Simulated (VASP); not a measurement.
Energy against volume of CsPbBr₃ (cubic perovskite). Level of theory: MS2 meta-GGA, VASP's PBE PAW potentials (set 64) (plane waves; VASP).

```tsv
V (Å³/atom)	E (eV/atom)
39.267	1.31738
40.520	1.30860
41.773	1.30577
43.026	1.30795
44.279	1.31434
```

### Question
Fit a third-order Birch-Murnaghan equation of state.

### Answer

The volume per atom is 41.82 Å^3/atom and the bulk modulus is 21.2 GPa. The pressure derivative of the bulk modulus is 4.76 and the lattice constant a is 5.935 Å.

The compound is CsPbBr3 in the cubic perovskite structure, the ideal cubic form; the compound distorts at low or room temperature. It was relaxed first.
